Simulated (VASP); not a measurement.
Computed with r2SCAN meta-GGA, VASP's PBE PAW potentials (set 64) (plane waves; VASP).

VASP input:

File KPOINTS:
```
Automatic
0
G
  11 11 11
```

KPOINTS_OPT:
```
k-points along high-symmetry lines
10
Line-mode
Reciprocal
  0.000000   0.000000   0.000000 ! GAMMA
 -0.500000  -0.500000   0.000000 ! X

 -0.500000  -0.500000   0.000000 ! X
 -0.375000  -0.375000   0.250000 ! U

 -0.375000   0.000000   0.375000 ! K
  0.000000   0.000000   0.000000 ! GAMMA

  0.000000   0.000000   0.000000 ! GAMMA
  0.000000   0.000000   0.500000 ! L

  0.000000   0.000000   0.500000 ! L
 -0.500000  -0.250000   0.250000 ! W

 -0.500000  -0.250000   0.250000 ! W
 -0.500000  -0.500000   0.000000 ! X
```

File POSCAR:
```
BAs
1
    0.0000000000     2.3932033126     2.3932033126
    2.3932033126     0.0000000000     2.3932033126
    2.3932033126     2.3932033126     0.0000000000
B As
1 1
Direct
  0.2500000000   0.2500000000   0.2500000000
  0.0000000000   0.0000000000   0.0000000000
```

INCAR:
```
! general
SYSTEM  = BAs
PREC    = Accurate
ENCUT   = 520   ! plane-wave cut-off (eV)
LREAL   = F
LASPH   = T

! electronic loop
EDIFF   = 1E-7   ! SCF stop (eV)
NELM    = 100
ALGO    = Normal
LMAXMIX = 4
LMIXTAU = T

! smearing
ISMEAR  = -5   ! tetrahedra, Bloechl

! functional
METAGGA = R2SCAN

! ions
ISIF    = 2   ! forces and stress, cell fixed

! output
LWAVE   = F
LCHARG  = F
LORBIT  = 11   ! lm-projected
NEDOS   = 601   ! DOS grid
```

POTCAR, in this order: B As (PBE.64 set). Program: vasp_std.

Output

### OSZICAR
```
       N       E                     dE             d eps       ncg     rms          rms(c)
DAV:   1    -0.207507818417E+01   -0.20751E+01   -0.40908E+03   896   0.902E+02
DAV:   2    -0.235863567197E+02   -0.21511E+02   -0.21237E+02  1400   0.108E+02
DAV:   3    -0.238458297330E+02   -0.25947E+00   -0.25947E+00  1072   0.141E+01
DAV:   4    -0.238461382020E+02   -0.30847E-03   -0.30847E-03  1336   0.521E-01
DAV:   5    -0.238461382999E+02   -0.97897E-07   -0.97897E-07  1072   0.659E-03    0.495E+00
DAV:   6    -0.222070937751E+02    0.16390E+01   -0.10421E+00  1120   0.725E+00    0.287E+00
DAV:   7    -0.220361890851E+02    0.17090E+00   -0.45904E-01   976   0.432E+00    0.822E-01
DAV:   8    -0.220728041961E+02   -0.36615E-01   -0.21530E-01   896   0.423E+00    0.389E-01
DAV:   9    -0.222140479295E+02   -0.14124E+00   -0.19051E-02   960   0.128E+00    0.201E-01
DAV:  10    -0.222175114590E+02   -0.34635E-02   -0.21600E-04  1280   0.144E-01    0.196E-01
DAV:  11    -0.222321034067E+02   -0.14592E-01   -0.72171E-04   896   0.312E-01    0.149E-01
DAV:  12    -0.222563710030E+02   -0.24268E-01   -0.11696E-02  1096   0.114E+00    0.919E-02
DAV:  13    -0.222563264146E+02    0.44588E-04   -0.12815E-04   912   0.128E-01    0.697E-02
DAV:  14    -0.222563191197E+02    0.72948E-05   -0.17053E-05  1184   0.448E-02    0.418E-02
DAV:  15    -0.222563658003E+02   -0.46681E-04   -0.31732E-05  1184   0.599E-02    0.457E-03
DAV:  16    -0.222563767768E+02   -0.10976E-04   -0.74908E-06  1280   0.275E-02    0.142E-02
DAV:  17    -0.222563779719E+02   -0.11950E-05   -0.22574E-06  1032   0.180E-02    0.397E-03
DAV:  18    -0.222563794364E+02   -0.14645E-05   -0.44873E-07  1096   0.594E-03    0.125E-03
DAV:  19    -0.222563789910E+02    0.44538E-06   -0.12297E-07   448   0.259E-03    0.501E-04
DAV:  20    -0.222563790650E+02   -0.73985E-07   -0.93259E-09   448   0.102E-03
   1 F= -.22256379E+02 E0= -.22256379E+02  d E =0.000000E+00
       N       E                     dE             ncg
       N       E                     dE             ncg
```

File OUTCAR:
```
------------------------ aborting loop because EDIFF is reached ----------------------------------------
  FORCE on cell =-STRESS in cart. coord.  units (eV):
  Direction    XX          YY          ZZ          XY          YZ          ZX
  --------------------------------------------------------------------------------------
  Total        0.0030692      0.0030692      0.0030692     -0.0000000      0.0000000      0.0000000
  in kB        0.1793764      0.1793764      0.1793764     -0.0000000      0.0000000      0.0000000
  external PRESSURE =       0.1793764 kB  Pullay stress =       0.0000000 kB
  volume of cell :       27.41
      direct lattice vectors                 reciprocal lattice vectors
     0.000000000  2.393203313  2.393203313    -0.208924999  0.208924999  0.208924999
     2.393203313  0.000000000  2.393203313     0.208924999 -0.208924999  0.208924999
     2.393203313  2.393203313  0.000000000     0.208924999  0.208924999 -0.208924999
  FREE ENERGIE OF THE ION-ELECTRON SYSTEM (eV)
  ---------------------------------------------------
  free  energy   TOTEN  =       -22.2563790650 eV

  energy  without entropy=      -22.2563790650  energy(sigma->0) =      -22.25637906

 total charge

# of ion       s       p       d       tot
------------------------------------------
    1        0.668   1.159   0.000   1.827
    2        1.172   1.691   0.091   2.954
--------------------------------------------------
tot          1.840   2.850   0.091   4.782
```
(Selected blocks of OUTCAR.)

The structure comes from a computed database's BAs entry (F-43m); how it stands against other phases isn't given here. It was relaxed first.
